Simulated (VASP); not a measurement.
Data:

```
MnSmO3
1.0
    3.77853     0.00000     0.00000
    0.00000     3.77853     0.00000
    0.00000     0.00000     3.80519
Mn Sm O
1 1 3
Direct
  0.50000   0.50000   0.41946
  0.00000   0.00000   0.96010
  0.50000   0.50000   0.91726
  0.50000   0.00000   0.40459
  0.00000   0.50000   0.40459
```
Starting moments (μB, in the order of the record's atoms Mn Sm O O O): 2.9 0.0 0.1 0.1 0.1.

The numbers are results of PBEsol GGA, VASP's PBE PAW potentials (set 64) (plane waves; VASP), not measurements. Settings: 600 eV cut-off, 8×8×8 Γ-centred mesh, first-order Methfessel-Paxton smearing of 0.10 eV, potentials Mn_pv Sm_3 O.

The 4f electrons are frozen in the core of the lanthanide potential, so 4f levels, which can set the real gap, and their magnetism are missing. The moments were started parallel, and other spin orders were not tried in this run.

Each row applies one change to this cell, which was relaxed at other settings and keeps the small stress of the first row; at a fixed cut-off the stress holds a Pulay part, so it need not integrate to ΔE exactly. Stress is in GPa, positive when the cell is compressed.

```csv
change,ΔE (meV/atom),σxx,σyy,σzz,"largest shear component, with its sign (GPa)",largest force (eV/Å),moment (μB)
none,0.0,-0.54,-0.54,-0.46,0.00,0.034,3.17
biaxial strain of -4.0 % in the yz plane,55.5,9.93,22.63,20.91,0.00,0.520,2.85
atom 5 (O) moved by -0.200 Å along x,103.9,10.18,0.58,0.26,0.03,5.571,3.07
biaxial strain of +0.5 % in the yz plane,0.8,-1.60,-2.61,-2.43,0.00,0.058,3.22
atom 5 (O) moved by 0.150 Å along z,7.2,-0.76,-1.29,-1.66,0.00,0.474,3.17
```

Failed runs are left out, and for metals the shear rows, which the mesh's noise covers.

The structure was generated: SmMnO3 was put into the tetragonal-perovskite type (P4mm), which need not be its known phase.
